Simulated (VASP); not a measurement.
A convergence study with VASP on Sb (space group R-3m): one setting is varied, all else stays as given below, so the limit is that of these other settings. Each run relaxes cell and ions from the cell shown. The basis is that of the starting cell, so low cut-offs carry a Pulay error.

```
CELL_PARAMETERS angstrom
      3.97713    -2.16578     0.00000
      3.97713     2.16578     0.00000
      2.79774     0.00000     3.56101
ATOMIC_POSITIONS crystal
  Sb 0.23350 0.23350 0.23350
  Sb 0.76650 0.76650 0.76650
```

Method: PBEsol GGA, VASP's PBE PAW potentials (set 64) (plane waves; VASP 6.6.1). The tightest run used: 600 eV cut-off, 9×9×9 Γ-centred mesh, Fermi-Dirac smearing of 0.10 eV, potentials Sb.

Q: The settings run are ENCUT = 150; ENCUT = 180; ENCUT = 210; ENCUT = 255; ENCUT = 300; ENCUT = 360; ENCUT = 450; ENCUT = 600. From which on does the relaxed volume stay within 0.02 Å³/atom of the tightest run?

A: From ENCUT = 255 on: it is off by 0.006 there and by no more than 0.02 in any finer run, while ENCUT = 210 is off by 0.034.
| setting | relaxed volume (Å³/atom) | E (eV/atom) | plane waves | difference judged (Å³/atom) |
|---|---|---|---|---|
| ENCUT = 150 | 29.767 | -4.5506 | 271 | 0.060 |
| ENCUT = 180 | 29.766 | -4.5566 | 345 | 0.062 |
| ENCUT = 210 | 29.793 | -4.5589 | 434 | 0.034 |
| ENCUT = 255 | 29.822 | -4.5600 | 592 | 0.006 |
| ENCUT = 300 | 29.824 | -4.5602 | 736 | 0.004 |
| ENCUT = 360 | 29.821 | -4.5603 | 978 | 0.006 |
| ENCUT = 450 | 29.827 | -4.5604 | 1360 | 0.000 |
| ENCUT = 600 | 29.828 | -4.5604 | 2073 | 0.000 |

Left out are rungs that failed or repeat a setting and relaxations that didn't move; long series are thinned to 24 rows.

The structure is a typed Sb crystal (space group no. 166).
